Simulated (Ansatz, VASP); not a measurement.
**Cross-check of TiAg3 between VASP and Ansatz**

Aim: how closely do two programs agree when they are given the same cell, functional and k mesh? The cell is invented: As first built, before any earlier steps moved the atoms (in the runner's words): it takes the GeAu3 structure with all of its atoms replaced by other elements, volume scaled by an estimate. It may not be a known or stable phase. The cell is taken from a series of VASP runs on this material, whose earlier steps may have relaxed, scaled or displaced it; both programs get it as it stands.

Calculated with Ansatz 0.2.0; plane waves, with VASP 6.6.1 beside it; single point at PBE.

**1. The starting structure**

It takes space group P-6m2 (No. 187, hexagonal). Conventional cell: a = 2.913 Å, b = 2.913 Å, c = 9.564 Å, α = 90.00°, β = 90.00°, γ = 120.00°. Nearest to Ag lie 12 Ag at 2.91 to 2.96 Å. Ag has 3 Ti at 2.89 Å and 9 Ag at 2.91 to 2.96 Å nearest. Ti has 6 Ag at 2.89 Å and 6 Ti at 2.91 Å nearest. As first built, before any earlier steps moved the atoms (in the runner's words): sites of the GeAu3 structure (space group 187) filled with other elements, volume scaled by an estimate. Farther neighbours are not listed.

**2. Ansatz: single point, PBE**

Ansatz runs on its default PAW (the set named soft_2) files.

A single point gives forces, pressure and levels at one fixed geometry, so differences don't come from the geometry; what else differs is listed under the comparison.

File input.yaml:

```yaml
crystal:
  lattice:
    - [2.9126553813, 0.0, 0.0]
    - [-1.4563276907, 2.5224334001, 0.0]
    - [0.0, 0.0, 9.563755092]
  atoms:
    - { symbol: Ag, position: [0.66666667, 0.33333333, 0.5] }
    - { symbol: Ag, position: [0.33333333, 0.66666667, 0.2454595714] }
    - { symbol: Ag, position: [0.33333333, 0.66666667, 0.7545404286] }
    - { symbol: Ti, position: [0.66666667, 0.33333333, 0.0] }
hamiltonian:
  xc: pbe
  pseudopotentials: { kind: paw }
kpoints:
  mp_grid: { grid: [9, 9, 3] }
scf:
  occupations: { method: fermi_dirac, width: 0.05 }
  n_extra_bands: 5
output:
  forces: true
  stress: true
  eigenvalues: true
```

Started as:

```console
$ ansatz run input.yaml --threads 2 --pin off --max-ram 4608MiB --backend cpu --events-out ev --progress --plain --runs-dir out
```

Numbers of over 12 decimals in the logs are rounded to 6 here.

What it wrote:

```text
scf.n_extra_bands = 5 over 35 filled bands (N_el = 69.0): the run solves 40 bands
Engine: ansatz 0.2.0, aarch64-unknown-linux-gnu
Pseudopotentials: kind: paw
Pseudopotential: Ag, paw, valence charge 19, recommended cutoff 420 eV (normal), Ag.paw.azcp
Pseudopotential: Ti, paw, valence charge 12, recommended cutoff 420 eV (normal), Ti.paw.azcp
Functional definition: PBE
  parameter kappa = 0.804
  parameter beta = 0.066725
  exchange = pbe_x(kappa = kappa, mu = beta*pi^2/3)
  correlation = pbe_c(beta = beta)
Crystal: 4 atoms, lattice volume = 70.265 Å³
Basis set: ecut = 420 eV, 1387 PW (Γ), exchange–correlation on 40×40×128 points (8 copies of the dense FFT grid, shifted against one another)
Bands: 40, of which v1, the nominal top of the filled ones, is band 35 counted from 1 (34 counted from 0)
Symmetry: 12 space group operations
Space group: P-6m2 (ITA 187), of the structure as read, at distance tolerance 4.1e-5 Å
k-points: 24 of 243 (time reversal used)
Non-local potential: Ag, projectors of the file, l = 0: 3, l = 1: 2, l = 2: 2, l = 3: 1
Non-local potential: Ti, projectors of the file, l = 0: 3, l = 1: 2, l = 2: 3, l = 3: 1
PAW form: soft (Blöchl's): semilocal exchange-correlation on the pseudo side does not see the compensation charge
PAW one-centre angular grid: Ag, 590 points (default); XC on 64 Gauss nodes
PAW one-centre angular grid: Ti, 590 points (default); XC on 64 Gauss nodes
Initial density: superposition of atomic densities (neutral atoms: chi_scale 0, normalization atom), corrected by the library's trained network
Initial wavefunctions: pseudopotential atomic-orbital guess
Functional: x = pbe(κ = 0.804, μ = 0.219515), c = pbe(β = 0.066725)
SCF iter   1: F=—  HF=-25271.127407 eV  |F-HF|=—  |Δ(HF+E_count)|=         —  Δρ=4.90e-3  dr2=3.53e-2  ethr=1.77e-3  ⟨swp⟩=4.1  Hψ=2865  notcnv=0
preconditioner: auto → Kerker (q_TF=auto, 2.720 Å⁻¹)  [metal: Δε(μ)=0.014 eV  Ē_g=6.095 eV  σ=0.050 eV  W_gap=0.07  n_scr=26 (ndim 8)  ℏωp=26.9 eV  f_vac=0.000  D(μ)=2.95/eV (n_scr^D=26)]
SCF iter   2: F=—  HF=-25271.125641 eV  |F-HF|=—  |Δ(HF+E_count)|=   1.77e-3  Δρ=2.52e-3  dr2=1.30e-2  ethr=5.11e-5  ⟨swp⟩=2.0  Hψ=1255  notcnv=0
SCF iter   3: F=—  HF=-25271.124651 eV  |F-HF|=—  |Δ(HF+E_count)|=   9.90e-4  Δρ=5.52e-4  dr2=1.13e-3  ethr=1.89e-5  ⟨swp⟩=2.0  Hψ=992  notcnv=0
SCF iter   4: F=—  HF=-25271.124566 eV  |F-HF|=—  |Δ(HF+E_count)|=   8.53e-5  Δρ=2.06e-4  dr2=1.08e-4  ethr=1.64e-6  ⟨swp⟩=1.7  Hψ=1003  notcnv=0
SCF iter   5: F=—  HF=-25271.124555 eV  |F-HF|=—  |Δ(HF+E_count)|=   1.09e-5  Δρ=7.45e-5  dr2=1.59e-5  ethr=1.57e-7  ⟨swp⟩=2.6  Hψ=1299  notcnv=0
SCF iter   6: F=—  HF=-25271.124599 eV  |F-HF|=—  |Δ(HF+E_count)|=   4.46e-5  Δρ=2.70e-5  dr2=1.93e-6  ethr=2.30e-8  ⟨swp⟩=2.0  Hψ=1168  notcnv=0
SCF iter   7: F=—  HF=-25271.124599 eV  |F-HF|=—  |Δ(HF+E_count)|=   2.78e-7  Δρ=9.50e-6  dr2=1.03e-7  ethr=2.80e-9  ⟨swp⟩=2.2  Hψ=1323  notcnv=0
SCF iter   8: F=-25271.124599 eV  HF=-25271.124599 eV  |F-HF|=1.36e-8  |Δ(HF+E_count)|=   1.66e-8  Δρ=4.45e-6  dr2=1.76e-8  ethr=1.45e-10  ⟨swp⟩=4.2  Hψ=3144  notcnv=0
SCF 1 converged in 8 iterations: F = -25271.124599 eV  dr2 = 1.76e-8
  greatest PAW one-centre occupation: 1.000 electrons in one spin orbital (limit 2), on the Ag atom at site 2 (counted from 0), in its partial waves of l = 0
SCF converged after 8 iterations
Free energy (F): -25271.124599 eV
Harris-Foulkes:  -25271.124599 eV  (|F-HF|=1.36e-8)
Internal energy: -25271.100524 eV  (E = F + TS)
E sigma→0 (E₀):  -25271.112562 eV
Entropy (-TS):   -0.024075 eV (-6.019 meV/atom)
Fermi energy:    15.973395 eV
--- Per-component energies (eV) ---
  E_band       = -916.038087
  E_kinetic    = 1853.160192
  E_local      = -8114.534461  (includes V_loc(G=0)·N_el)
  E_nonlocal   = 246.960897
  E_hartree    = 3664.315068
  E_xc         = -652.327868
  E_vxc        = -826.994635  (∫ρ·V_xc dr)
  E_paw        = -12752.163017  (= ΣΔE_a)
  E_vpaw       = -1403.252038  (= ΣTr[D̂ρ^β])
  E_aug_tail   = 0.001098  (compensation charges beyond the density's cutoff)
  E_ewald      = -9516.512433
  E_smearing   = -0.024075  (= −TS)
  E_closure    = -0.000000  (closes the sum)
  Σ components = -25271.124599   (vs F -25271.124599, Δ=0.00e0)
--- Forces (eV/Å), atoms counted from 1 ---
  atom   1  Ag    -0.00000000    -0.00000000     0.00000000
  atom   2  Ag     0.00000000    -0.00000000     0.06389581
  atom   3  Ag     0.00000000    -0.00000000    -0.06389581
  atom   4  Ti    -0.00000000    -0.00000000     0.00000000
  max |Σ_I F_I| component: 1.62e-16 eV/Å
--- Stress (GPa, compression-positive) ---
       -0.470252      -0.000000       0.000000
       -0.000000      -0.470252       0.000000
        0.000000       0.000000       1.906829
  P = ⅓ Tr σ = 0.3221 GPa (3.221 kbar)
--- Band table (eV; the first three rows and the last of 24) ---
  k-point 0: bands = [... 31 lower, 12.1838, 12.6282, 12.6282, 15.0615, 15.6409, 16.9544, 16.9544, 18.3594, ... 1 higher]
  k-point 1: bands = [... 31 lower, 12.6056, 12.6223, 12.6223, 14.1698, 15.6936, 16.9548, 16.9548, 18.3598, ... 1 higher]
  k-point 2: bands = [... 31 lower, 12.4973, 12.5152, 12.6350, 15.2912, 16.0341, 16.7459, 17.1842, 18.3059, ... 1 higher]
  k-point 23: bands = [... 31 lower, 15.8275, 15.9564, 16.0123, 16.3518, 17.3707, 19.3303, 19.4092, 19.8703, ... 1 higher]
```

The job ended after 2.2 s (2 threads of Arm Neoverse V2, shared host; peak memory 0.34 GiB; 4.3 s of CPU time).

Reading the cycles: dr2 is the Hartree energy of the density residual (eV), the measure of convergence; HF is the Harris–Foulkes estimate of the energy, which meets the free energy F at convergence.

The run ends at a pressure of 0.32 GPa, with forces up to 0.064 eV/Å.

**3. VASP: single point, PBE**

The same cell, functional, mesh and smearing now go to VASP, with its own data sets and cutoff.

Lines of VASP's logs that name or quote its potential files are left out, and so is its time.

File INCAR:

```
SYSTEM = TiAg3
PREC = Accurate
ENCUT = 400
EDIFF = 1E-06
NELM = 100
ISMEAR = -1
SIGMA = 0.05
LREAL = .FALSE.
ALGO = Normal
GGA = PE
NBANDS = 28
LORBIT = 11
LWAVE = .FALSE.
LCHARG = .FALSE.
KPAR = 2
ISIF = 2
```

File POSCAR:

```
TiAg3
1.0
    2.9126553813      0.0000000000      0.0000000000
   -1.4563276907      2.5224334001      0.0000000000
    0.0000000000      0.0000000000      9.5637550920
Ag Ti
3 1
Direct
    0.6666666700      0.3333333300      0.5000000000
    0.3333333300      0.6666666700      0.2454595714
    0.3333333300      0.6666666700      0.7545404286
    0.6666666700      0.3333333300      0.0000000000
```

File KPOINTS:

```
Automatic mesh
0
Gamma
9 9 3
0 0 0
```

The projector-augmented-wave data sets are Ag and Ti_sv (PBE family, release 64).

Started as:

```console
$ mpirun -np 2 vasp_std
```

What it wrote:

```text
[banner, memory and clock lines left out]
running    2 mpi-ranks, on    1 nodes
 distrk:  each k-point on    1 cores,    2 groups
 distr:  one band on    1 cores,    1 groups

 POSCAR found type information on POSCAR AgTi
 POSCAR found :  2 types and       4 ions
 LDA part: xc-table for (Slater+PW92), standard interpolation
 POSCAR, INCAR and KPOINTS ok, starting setup
 FFT: planning ... GRIDC
 FFT: planning ... GRID_SOFT
 FFT: planning ... GRID
 WAVECAR not read
 entering main loop
       N       E                     dE             d eps       ncg     rms          rms(c)
DAV:   1     0.357015222515E+03    0.35702E+03   -0.19730E+04  1344   0.144E+03
DAV:   2     0.810403916923E+01   -0.34891E+03   -0.33650E+03  1376   0.393E+02
DAV:   3    -0.167459375027E+02   -0.24850E+02   -0.24244E+02  2176   0.948E+01
DAV:   4    -0.178693308391E+02   -0.11234E+01   -0.11187E+01  1672   0.171E+01
DAV:   5    -0.178950193575E+02   -0.25689E-01   -0.25687E-01  1616   0.260E+00    0.117E+01
DAV:   6    -0.159221981468E+02    0.19728E+01   -0.90788E+00  1436   0.237E+01    0.699E+00
DAV:   7    -0.159590596503E+02   -0.36862E-01   -0.27289E+00  1744   0.103E+01    0.382E+00
DAV:   8    -0.157991527209E+02    0.15991E+00   -0.12176E+00  1708   0.745E+00    0.278E+00
DAV:   9    -0.157722673842E+02    0.26885E-01   -0.85598E-02  1572   0.213E+00    0.373E-01
DAV:  10    -0.157720914159E+02    0.17597E-03   -0.86558E-03  1692   0.656E-01    0.711E-02
DAV:  11    -0.157721771987E+02   -0.85783E-04   -0.60465E-04  1752   0.144E-01    0.572E-02
DAV:  12    -0.157721998865E+02   -0.22688E-04   -0.27777E-05  1652   0.334E-02    0.389E-02
DAV:  13    -0.157722079477E+02   -0.80612E-05   -0.39364E-05  1512   0.396E-02    0.466E-03
DAV:  14    -0.157722086096E+02   -0.66191E-06   -0.16605E-06  1164   0.804E-03
   1 F= -.15772209E+02 E0= -.15760182E+02  d E =-.240538E-01
```

From OUTCAR (step 3):

```text
ion  position               nearest neighbor table
   1  0.667  0.333  0.500-   2 2.96   3 2.96   2 2.96   3 2.96   2 2.96   3 2.96
   2  0.333  0.667  0.245-   4 2.89   4 2.89   4 2.89   1 2.96   1 2.96   1 2.96
   3  0.333  0.667  0.755-   4 2.89   4 2.89   4 2.89   1 2.96   1 2.96   1 2.96
   4  0.667  0.333  0.000-   2 2.89   3 2.89   2 2.89   3 2.89   2 2.89   3 2.89

  LATTYP: Found a hexagonal cell.
 ALAT       =     2.9126553813
 C/A-ratio  =     3.2835175604

 Subroutine GETGRP returns: Found 12 space group operations
 (whereof 12 operations were pure point group operations)

The static configuration has the point symmetry D_3h.

 Found     24 irreducible k-points:

   k-points           NKPTS =     24   k-points in BZ     NKDIM =     24   number of bands    NBANDS=     28

   dimension x,y,z NGX =    20 NGY =   20 NGZ =   64
   dimension x,y,z NGXF=    40 NGYF=   40 NGZF=  128

   ENCUT  =  400.0 eV  29.40 Ry    5.42 a.u.   4.75  4.75 15.60*2*pi/ulx,y,z

   NELECT =      45.0000    total number of electrons

 k-points in reciprocal lattice and weights: Automatic mesh
   0.00000000  0.00000000  0.00000000       0.004
   0.11111111  0.00000000  0.00000000       0.025
   0.22222222  0.00000000  0.00000000       0.025
   0.33333333  0.00000000  0.00000000       0.025
   0.44444444  0.00000000  0.00000000       0.025
   0.11111111  0.11111111  0.00000000       0.025
   0.22222222  0.11111111  0.00000000       0.049
   0.33333333  0.11111111  0.00000000       0.049
   0.44444444  0.11111111  0.00000000       0.025
[...]
0.33333333  0.22222222  0.33333333       0.099
   0.33333333  0.33333333  0.33333333       0.016

 average (electrostatic) potential at core
       1 -70.9245       2 -71.2159       3 -71.2159       4 -72.7173

 E-fermi :   8.2279

 k-point     1 :       0.0000    0.0000    0.0000
  band No.  band energies     occupation
    ...
     20       4.4106      2.00000
     21       4.8539      2.00000
     22       4.8539      2.00000
     23       7.3146      2.00000
     24       7.9070      1.99674
     25       9.2064      0.00000
     26       9.2064      0.00000
     27      10.6023      0.00000
     28      10.6023      0.00000

 k-point     2 :       0.1111    0.0000    0.0000
  band No.  band energies     occupation
    ...
     19       4.4047      2.00000
     20       4.7336      2.00000
     21       4.7466      2.00000
     22       4.8604      2.00000
     23       7.5438      2.00000
     24       8.2942      0.42014
     25       8.9984      0.00000
     26       9.4356      0.00000
     27      10.5488      0.00000
     28      10.8064      0.00000

 k-point     3 :       0.2222    0.0000    0.0000
  band No.  band energies     occupation
    ...
     19       4.4999      2.00000
     20       4.8650      2.00000
     21       4.8752      2.00000
     22       5.5290      2.00000
     23       7.9379      1.99397
     24       8.7444      0.00007
     25       8.7717      0.00004
     26      10.0646      0.00000
     27      10.4132      0.00000
     28      11.7135      0.00000

  Total       -0.4415804     -0.4415803      0.6151300      0.0000000     -0.0000000      0.0000000
  in kB      -10.0689248    -10.0689236     14.0262076      0.0000000     -0.0000000      0.0000000
  external PRESSURE =      -2.0372136 kB  Pullay stress =       0.0000000 kB

  energy-cutoff  :      400.00
  volume of cell :       70.26
      direct lattice vectors                 reciprocal lattice vectors
     2.912655381  0.000000000  0.000000000     0.343329323  0.198221289  0.000000000
    -1.456327691  2.522433400  0.000000000     0.000000000  0.396442578  0.000000000
     0.000000000  0.000000000  9.563755092     0.000000000  0.000000000  0.104561440

 POSITION                                       TOTAL-FORCE (eV/Angst)
 -----------------------------------------------------------------------------------
      1.45633      0.84081      4.78188         0.000000     -0.000000      0.000000
     -0.00000      1.68162      2.34752         0.000000     -0.000000      0.067586
     -0.00000      1.68162      7.21624         0.000000     -0.000000     -0.067586
      1.45633      0.84081      0.00000        -0.000000      0.000000      0.000000
 -----------------------------------------------------------------------------------
    total drift:                               -0.000023      0.000013     -0.000000

  FREE ENERGIE OF THE ION-ELECTRON SYSTEM (eV)
  ---------------------------------------------------
  free  energy   TOTEN  =       -15.7722086096 eV

  energy  without entropy=      -15.7481548020  energy(sigma->0) =      -15.76018171

 total charge
# of ion       s       p       d       tot
------------------------------------------
    1        0.427   0.270   9.151   9.849
    2        0.461   0.318   9.115   9.894
    3        0.461   0.318   9.115   9.894
    4        2.217   6.081   1.898  10.197
--------------------------------------------------
tot          3.566   6.988  29.279  39.833

[... 3 further parts left out ...]
```

The run ends at a pressure of -0.20 GPa, with forces up to 0.068 eV/Å.

**4. Side by side**

Known differences besides the potentials themselves: the data sets hold 69 valence electrons in Ansatz (default PAW (the set named soft_2) files) and 45 in VASP; the cutoff is 420 eV in Ansatz and 400 eV in VASP; VASP leaves aspherical gradient terms in its spheres out (LASPH is not set), Ansatz keeps them. Total energies have different zeros and are not compared.

Compared:

| quantity | Ansatz | VASP | difference |
| --- | --- | --- | --- |
| pressure (GPa) | 0.32 | -0.20 | +0.53 |
| pressure without Ansatz's Pulay correction (GPa) | 0.27 | -0.20 | +0.47 |

Forces (eV/Å; atoms numbered as in POSCAR):

| atom | Ansatz x, y, z | VASP x, y, z |
| --- | --- | --- |
| Ag1 | 0.000, 0.000, 0.000 | 0.000, 0.000, 0.000 |
| Ag2 | 0.000, 0.000, 0.064 | 0.000, 0.000, 0.068 |
| Ag3 | 0.000, 0.000, -0.064 | 0.000, 0.000, -0.068 |
| Ti4 | 0.000, 0.000, 0.000 | 0.000, 0.000, 0.000 |

The forces differ by 1.5 meV/Å r.m.s., which is 5.5 % of the r.m.s. force of 0.03 eV/Å (both taken over all components). Ansatz's pressure holds a Pulay correction of 0.05 GPa; VASP's holds none.

**5. Outcome**

* difference in pressure (single point, PBE): 0.53 GPa

The difference in pressure is 0.53 GPa (single point, PBE), within the 1 GPa picked in this series as the mark of a large difference. Such differences can come from data sets, numerical settings and the points named under the comparisons, not from the functional's error against experiment.

[Lines on the potential files, build, host, timing and source positions are cut from VASP's logs without a mark.]

[Logs are printed without paths, hosts, clocks, repeated set-up lines and the standing remarks that a program may print on its own settings, such as how far it seeks lower states.]

[Hosts, paths, dates, database ids (printed as entryN), source tags and the programs' standing remarks are cut or masked in the printed files.]
